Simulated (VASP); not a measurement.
# Si48H21CN in VASP: single point with PBE+D3(BJ)

Aim: the single point of Si48H21CN with PBE+D3(BJ).

Program: VASP 6.6.1. These are calculated values, not measurements. Logs are shortened: lines on timing, memory, paths and dates and some standing lists are left out, and cuts for length are marked.

### 1 The structure

The cell holds a slab with vacuum, 71 atoms: a = 10.862 Å, b = 10.862 Å, c = 23.428 Å, α = 90.00°, β = 90.00°, γ = 90.00°.

The cell was built by a generator and needn't be a form met in nature.

### 2 Single point, PBE+D3(BJ)

Input file INCAR:

```
SYSTEM = Si48H21CN
ALGO     = Fast           ! electronic algorithm
EDIFF    = 1E-7           ! SCF threshold, eV
ENCUT    = 400            ! plane-wave cutoff, eV
GGA      = PE             ! functional
ISIF     = 2              ! what is computed and relaxed
ISMEAR   = 0              ! smearing method
ISYM     = 0            
IVDW     = 12             ! dispersion correction
LASPH    = .True.         ! aspherical terms in the spheres
LCHARG   = .False.        ! write CHGCAR
LREAL    = Auto         
LWAVE    = .False.        ! write WAVECAR
NCORE    = 4            
NELM     = 80             ! most SCF steps
PREC     = Accurate       ! precision mode
SIGMA    = 0.05           ! smearing width, eV
```

Input file KPOINTS:

```
k-points
0
Gamma
  1 1 1
  0 0 0
```

Input file POSCAR:

```
Si48H21CN
1.0
    7.6805938572      7.6805938572      0.0000000000
   -7.6805938572      7.6805938572      0.0000000000
    0.0000000000      0.0000000000     23.4276500000
Si H N C
48 21 1 1
Direct
    0.7005149941      0.2994850059      0.4169282877
    0.7994850059      0.7005149941      0.4169282877
    0.0494850059      0.9505149941      0.4451001274
    0.2994850059      0.2005149941      0.4169282877
    0.9505149941      0.5494850059      0.4451001274
    0.2005149941      0.7994850059      0.4169282877
    0.4505149941      0.0494850059      0.4451001274
    0.5494850059      0.4505149941      0.4451001274
    0.8750000000      0.3750000000      0.3773276449
    0.8750000000      0.8750000000      0.3773276449
    0.1250000000      0.1250000000      0.3773276449
    0.3750000000      0.3750000000      0.3773276449
    0.1250000000      0.6250000000      0.3773276449
    0.3750000000      0.8750000000      0.3773276449
    0.6250000000      0.1250000000      0.3773276449
    0.6250000000      0.6250000000      0.3773276449
    0.0000000000      0.2500000000      0.3193726217
    0.0000000000      0.7500000000      0.3193726217
    0.2500000000      0.0000000000      0.3193726217
    0.5000000000      0.2500000000      0.3193726217
    0.2500000000      0.5000000000      0.3193726217
    0.5000000000      0.7500000000      0.3193726217
    0.7500000000      0.0000000000      0.3193726217
    0.7500000000      0.5000000000      0.3193726217
    0.8750000000      0.1250000000      0.2614175984
    0.8750000000      0.6250000000      0.2614175984
    0.1250000000      0.8750000000      0.2614175984
    0.3750000000      0.1250000000      0.2614175984
    0.1250000000      0.3750000000      0.2614175984
    0.3750000000      0.6250000000      0.2614175984
    0.6250000000      0.8750000000      0.2614175984
    0.6250000000      0.3750000000      0.2614175984
    0.7500000000      0.2500000000      0.2034625752
    0.7500000000      0.7500000000      0.2034625752
    0.0000000000      0.0000000000      0.2034625752
    0.2500000000      0.2500000000      0.2034625752
    0.0000000000      0.5000000000      0.2034625752
    0.2500000000      0.7500000000      0.2034625752
    0.5000000000      0.0000000000      0.2034625752
    0.5000000000      0.5000000000      0.2034625752
    0.8750000000      0.3750000000      0.1455075520
    0.8750000000      0.8750000000      0.1455075520
    0.1250000000      0.1250000000      0.1455075520
    0.3750000000      0.3750000000      0.1455075520
    0.1250000000      0.6250000000      0.1455075520
    0.3750000000      0.8750000000      0.1455075520
    0.6250000000      0.1250000000      0.1455075520
    0.6250000000      0.6250000000      0.1455075520
    0.9516281893      0.2983718107      0.1067115140
    0.7983718107      0.4516281893      0.1067115140
    0.9516281893      0.7983718107      0.1067115140
    0.7983718107      0.9516281893      0.1067115140
    0.2016281893      0.0483718107      0.1067115140
    0.0483718107      0.2016281893      0.1067115140
    0.4516281893      0.2983718107      0.1067115140
    0.2983718107      0.4516281893      0.1067115140
    0.2016281893      0.5483718107      0.1067115140
    0.0483718107      0.7016281893      0.1067115140
    0.4516281893      0.7983718107      0.1067115140
    0.2983718107      0.9516281893      0.1067115140
    0.7016281893      0.0483718107      0.1067115140
    0.5483718107      0.2016281893      0.1067115140
    0.7016281893      0.5483718107      0.1067115140
    0.5483718107      0.7016281893      0.1067115140
    0.3338071475      0.7811921552      0.5074548063
    0.2438706342      0.6604907395      0.5036917290
    0.0673266064      0.7813819360      0.5257786134
    0.1757170560      0.7940293713      0.5821864452
    0.1644311319      0.9116519347      0.5298399763
    0.2468183091      0.7531816909      0.4984677724
    0.1597484893      0.8125401905      0.5366334325
```

Potentials or basis: VASP PAW PBE potentials, release 64 (Si, H, N, C).

Run with:

```bash
cat potpaw_PBE.64/Si/POTCAR potpaw_PBE.64/H/POTCAR potpaw_PBE.64/N/POTCAR potpaw_PBE.64/C/POTCAR > POTCAR
mpirun -np 8 vasp_gam > vasp.out
```

OUTCAR:

```text
SYSTEM = Si48H21CN
   EDIFF = 1E-7
   ENCUT = 400
   GGA = PE
   ISIF = 2
   ISMEAR = 0
   ISYM = 0
   IVDW = 12
   LASPH = .True.
   LREAL = Auto
   NELM = 80
   PREC = Accurate
 IVDW          = 12

 ion  position               nearest neighbor table
   1  0.701  0.299  0.417-   9 2.26  15 2.26   8 2.41
   2  0.799  0.701  0.417-  10 2.26  16 2.26   5 2.41
   3  0.049  0.951  0.445-   6 2.41  10 2.60  11 2.60
   4  0.299  0.201  0.417-  11 2.26  12 2.26   7 2.41
   5  0.951  0.549  0.445-   2 2.41   9 2.60  13 2.60
   6  0.201  0.799  0.417-  70 2.04  14 2.26  13 2.26   3 2.41
   7  0.451  0.049  0.445-   4 2.41  14 2.60  15 2.60
   8  0.549  0.451  0.445-   1 2.41  12 2.60  16 2.60
   9  0.875  0.375  0.377-   1 2.26  17 2.35  24 2.35   5 2.60
  10  0.875  0.875  0.377-   2 2.26  18 2.35  23 2.35   3 2.60
  11  0.125  0.125  0.377-   4 2.26  17 2.35  19 2.35   3 2.60
  12  0.375  0.375  0.377-   4 2.26  20 2.35  21 2.35   8 2.60
  13  0.125  0.625  0.377-   6 2.26  18 2.35  21 2.35   5 2.60
  14  0.375  0.875  0.377-   6 2.26  19 2.35  22 2.35   7 2.60
[... 32 lines left out ...]
  47  0.625  0.125  0.146-  61 1.49  62 1.49  33 2.35  39 2.35
  48  0.625  0.625  0.146-  63 1.49  64 1.49  34 2.35  40 2.35
  49  0.952  0.298  0.107-  41 1.49
  50  0.798  0.452  0.107-  41 1.49
  51  0.952  0.798  0.107-  42 1.49
  52  0.798  0.952  0.107-  42 1.49
  53  0.202  0.048  0.107-  43 1.49
  54  0.048  0.202  0.107-  43 1.49
[... 13 lines left out ...]
  68  0.176  0.794  0.582-  71 1.10
  69  0.164  0.912  0.530-  71 1.09
  70  0.247  0.753  0.498-  66 1.01  65 1.01  71 1.45   6 2.04
  71  0.160  0.813  0.537-  69 1.09  67 1.09  68 1.10  70 1.45

IMPORTANT INFORMATION: All symmetrisations will be switched off!
NOSYMM: (Re-)initialisation of all symmetry stuff for point group C_1.

----------------------------------------------------------------------------------------

                                     Primitive cell

  volume of cell :    2764.0655

  direct lattice vectors                    reciprocal lattice vectors
     7.680593857  7.680593857  0.000000000     0.065099133  0.065099133  0.000000000
    -7.680593857  7.680593857  0.000000000    -0.065099133  0.065099133  0.000000000
     0.000000000  0.000000000 23.427650000     0.000000000  0.000000000  0.042684606

  length of vectors
    10.862000000 10.862000000 23.427650000     0.092064077  0.092064077  0.042684606

  position of ions in fractional coordinates (direct lattice)
     0.700514994  0.299485006  0.416928288
     0.799485006  0.700514994  0.416928288
     0.049485006  0.950514994  0.445100127
     0.299485006  0.200514994  0.416928288
     0.950514994  0.549485006  0.445100127
     0.200514994  0.799485006  0.416928288
[... 63 lines left out ...]
     0.246818309  0.753181691  0.498467772
     0.159748489  0.812540191  0.536633432

  ion indices of the primitive-cell ions
   primitive index   ion index
                 1           1
                 2           2
                 3           3
                 4           4
                 5           5
                 6           6
[... 63 lines left out ...]
                70          70
                71          71

----------------------------------------------------------------------------------------

 KPOINTS: k-points

Automatic generation of k-mesh.
 Grid dimensions read from file:
 generate k-points for:    1    1    1

 Generating k-lattice:

  Cartesian coordinates                     Fractional coordinates (reciprocal lattice)
     0.065099133  0.065099133  0.000000000     1.000000000  0.000000000  0.000000000
    -0.065099133  0.065099133  0.000000000     0.000000000  1.000000000  0.000000000
     0.000000000  0.000000000  0.042684606     0.000000000  0.000000000  1.000000000

  Length of vectors
     0.092064077  0.092064077  0.042684606

  Shift w.r.t. Gamma in fractional coordinates (k-lattice)
     0.000000000  0.000000000  0.000000000

 Subroutine IBZKPT returns following result:
 ===========================================

 Found      1 irreducible k-points:

 Following reciprocal coordinates:
            Coordinates               Weight
  0.000000  0.000000  0.000000      1.000000
   k-points           NKPTS =      1   k-points in BZ     NKDIM =      1   number of bands    NBANDS=    148
   number of dos      NEDOS =    301   number of ions     NIONS =     71
   total plane-waves  NPLWV = 829440
   dimension x,y,z NGX =    72 NGY =   72 NGZ =  160
   dimension x,y,z NGXF=   144 NGYF=  144 NGZF=  320
   ions per type =              48  21   1   1
   NGX,Y,Z   is equivalent  to a cutoff of  11.02, 11.02, 11.35 a.u.
   NGXF,Y,Z  is equivalent  to a cutoff of  22.04, 22.04, 22.71 a.u.
 SYSTEM =  Si48H21CN
   PREC   = accura    normal or accurate (medium, high low for compatibility)
   ISTART =      0    job   : 0-new  1-cont  2-samecut
   ICHARG =      2    charge: 1-file 2-atom 10-const
   ISPIN  =      1    spin polarized calculation?
   LNONCOLLINEAR =      F non collinear calculations
   LSORBIT =      F    spin-orbit coupling
   LASPH  =      T    aspherical Exc in radial PAW
   ENCUT  =  400.0 eV  29.40 Ry    5.42 a.u.  17.71 17.71 38.20*2*pi/ulx,y,z
   NELM   =     80;   NELMIN=  2; NELMDL= -5     # of ELM steps
   EDIFF  = 0.1E-06   stopping-criterion for ELM
   LREAL  =      T    real-space projection
   EDIFFG = 0.1E-05   stopping-criterion for IOM
   NSW    =      0    number of steps for IOM
   IBRION =     -1    ionic relax: 0-MD 1-quasi-New 2-CG
   NFREE  =      0    steps in history (QN), initial steepest desc. (CG)
   ISIF   =      2    stress and relaxation
   ISYM   =      0    0-nonsym 1-usesym 2-fastsym
   POTIM  = 0.5000    time-step for ionic-motion
   TEBEG  =    0.0;   TEEND  =   0.0 temperature during run
   PSTRESS=    0.0 pullay stress
   NELECT =     222.0000    total number of electrons
   NUPDOWN=      -1.0000    fix difference up-down
   EMIN   =  10.00;   EMAX   =-10.00  energy-range for DOS
   EFERMI =   0.00;   METHOD = LEGACY
   ISMEAR =     0;   SIGMA  =   0.05  broadening in eV -4-tet -1-fermi 0-gaus
   EFERMI_NEDOS =   21; number of points for ismear=-14 and -15
   IALGO  =     68    algorithm
   IMIX   =      4    mixing-type and parameters
     AMIX     =   0.40;   BMIX     =  1.00
     AMIX_MAG =   1.60;   BMIX_MAG =  1.00
  volume/ion in A,a.u.               =      38.93       262.72
  Fermi-wavevector in a.u.,A,eV,Ry     =   0.706333  1.334776  6.788039  0.498907
  Thomas-Fermi vector in A             =   1.792086
   LORBIT       =      0    0 simple, 1 ext, 2 COOP (PROOUT), +10 PAW based schemes
   GGA     = PE    functional components
   LHFCALC =     F    Hartree Fock is set to
   AEXX    =    0.0000 exact exchange contribution
   IVDW    =    12    specifies the selected vdW correction
   LEPSILON=     F    determine dielectric tensor
   LRPA    =     F    only Hartree local field effects (RPA)
 non-spin polarized calculation
 RMM-DIIS sequential band-by-band and
 Gauss-broadening in eV      SIGMA  =   0.05
  energy-cutoff  :      400.00
  volume of cell :     2764.07
 maximum number of plane-waves:     25105
 NGX is ok and might be reduce to    70
   NGX = 35   NGY = 35   NGZ = 77

 number of electron     221.9999945 magnetization

 Free energy of the ion-electron system (eV)
  ---------------------------------------------------
  ext. energy  EPLUGINS =         0.00000000
  ---------------------------------------------------
  free energy    TOTEN  =      -334.27461616 eV

  energy without entropy =     -334.27192695  energy(sigma->0) =     -334.27327156

 E-fermi :  -0.6872     XC(G=0):  -4.2726

 val. band max:       -0.7767123800   @ k =   0.0000   0.0000   0.0000
 cond. band min:      -0.5995987943   @ k =   0.0000   0.0000   0.0000
 fundamental gap:      0.1771135857
 Fermi energy:        -0.6871523460

 k-point     1 :       0.0000    0.0000    0.0000
  band No.  band energies     occupation
      1     -21.0269      2.00000
      2     -14.4998      2.00000
      3     -12.2784      2.00000
      4     -11.4411      2.00000
      5     -11.3599      2.00000
      6     -11.3362      2.00000
[... 115 lines left out ...]
    122       1.2765      0.00000
    123       1.3035      0.00000
 [bands above 123 left out]

------------------------ aborting loop because EDIFF is reached ----------------------------------------

 Edisp (eV)  -12.96706

 E8    (eV) :    -5.3710

  FORCE on cell =-STRESS in cart. coord.  units (eV):
  Direction    XX          YY          ZZ          XY          YZ          ZX
  --------------------------------------------------------------------------------------
  -------------------------------------------------------------------------------------
  Total      19.56682    -0.22066    -8.85411    -0.05429    -0.21206     1.20832
  in kB      11.34181    -0.12790    -5.13224    -0.03147    -0.12292     0.70040
  external pressure =        2.03 kB  Pullay stress =        0.00 kB

 VOLUME and BASIS-vectors are now :
 -----------------------------------------------------------------------------
  energy-cutoff  :      400.00
  volume of cell :     2764.07
      direct lattice vectors                 reciprocal lattice vectors
     7.680593857  7.680593857  0.000000000     0.065099133  0.065099133  0.000000000
    -7.680593857  7.680593857  0.000000000    -0.065099133  0.065099133  0.000000000
     0.000000000  0.000000000 23.427650000     0.000000000  0.000000000  0.042684606

 POSITION                                       TOTAL-FORCE (eV/Angst)
 -----------------------------------------------------------------------------------
      3.08015      7.68059      9.76765        -0.621786      0.003869     -0.453090
      0.76015     11.52089      9.76765         0.578182      0.076098     -0.545729
     -6.92045      7.68059     10.42765        -1.397048      0.042851     -1.726304
      0.76015      3.84030      9.76765         0.573215     -0.082796     -0.547645
      3.08015     11.52089     10.42765         0.705880      0.033650     -0.618712
     -4.60045      7.68059      9.76765         0.211144      0.046316      0.646846
[... 63 lines left out ...]
     -3.88917      7.68059     11.67793        -0.158136     -0.017996     -0.576397
     -5.01383      7.46775     12.57206        -0.128262     -0.128028      1.173541
 -----------------------------------------------------------------------------------
    total drift:                                0.001521      0.000050     -0.014399

  FREE ENERGIE OF THE ION-ELECTRON SYSTEM (eV)
  ---------------------------------------------------
  free  energy   TOTEN  =      -347.2416744280 eV

  energy  without entropy=     -347.2389852108  energy(sigma->0) =     -347.24032982
```

Wall time 1.7 min (8 MPI ranks of Intel Xeon Platinum 8488C (Sapphire Rapids), shared host); peak memory 0.36 GiB.

Results:

```
Free energy                : -347.2417 eV
Largest force              : 2.221 eV/Å
Band gap on the k mesh     : 0.18 eV, direct
Dispersion energy per atom : -0.183 eV
```

Forces in eV/Å, atoms in the order of the input:
```
Si  -0.622  0.004 -0.453
Si   0.578  0.076 -0.546
Si  -1.397  0.043 -1.726
Si   0.573 -0.083 -0.548
Si   0.706  0.034 -0.619
Si   0.211  0.046  0.647
Si   0.708 -0.047 -0.609
Si  -0.709  0.000 -0.734
Si  -0.356  1.194  0.676
Si   0.286  1.033  0.713
Si   0.282 -1.013  0.695
Si   0.413  1.167  0.606
Si  -0.677 -1.200  0.238
Si  -0.669  1.190  0.219
Si  -0.353 -1.204  0.681
Si   0.409 -1.161  0.604
Si  -0.021  0.007  0.358
Si   0.331 -0.122 -0.552
Si   0.333  0.119 -0.554
Si  -0.049 -0.013 -0.492
Si  -0.056 -0.005  0.362
Si  -0.063  0.007  0.361
Si  -0.025 -0.002  0.353
Si  -0.047  0.003 -0.487
Si   0.034  0.000  0.032
Si   0.143  0.089 -0.057
Si  -0.301  0.002 -0.071
Si   0.141 -0.090 -0.061
Si  -0.009 -0.001  0.025
Si   0.038  0.001  0.018
Si  -0.006 -0.003  0.025
Si  -0.216  0.001 -0.055
Si  -0.074 -0.002 -0.175
Si   0.090 -0.021 -0.138
Si   0.108  0.000 -0.163
Si   0.091  0.023 -0.138
Si  -0.105  0.012 -0.141
Si  -0.074 -0.002 -0.156
Si  -0.107 -0.010 -0.141
Si   0.089 -0.002 -0.143
Si   0.079  0.001  0.099
Si  -0.102  0.015  0.094
Si  -0.103 -0.015  0.094
Si  -0.096 -0.004  0.099
Si   0.078 -0.009  0.099
Si   0.078  0.011  0.100
Si   0.080 -0.001  0.099
Si  -0.095  0.004  0.100
H   -0.275 -0.016  0.045
H    0.268 -0.001  0.059
H   -0.269 -0.002  0.056
H    0.283 -0.019  0.028
H   -0.269  0.002  0.057
H    0.283  0.019  0.028
H   -0.269  0.000  0.056
H    0.290 -0.010  0.036
H   -0.286  0.014  0.046
H    0.272  0.003  0.057
H   -0.286 -0.015  0.045
H    0.273 -0.003  0.057
H   -0.276  0.016  0.044
H    0.268  0.001  0.059
H   -0.269  0.000  0.056
H    0.290  0.010  0.037
H    0.287  0.560 -0.052
H    0.426 -0.410 -0.095
H   -0.144 -0.257 -0.003
H    0.297  0.005  0.036
H   -0.153  0.173  0.115
N   -0.158 -0.018 -0.576
C   -0.128 -0.128  1.174
```

Caveat: the cutoff is under 1.25 times the usual one of these potentials, so pressure, stress and relaxed cells hold a basis-set (Pulay) error.
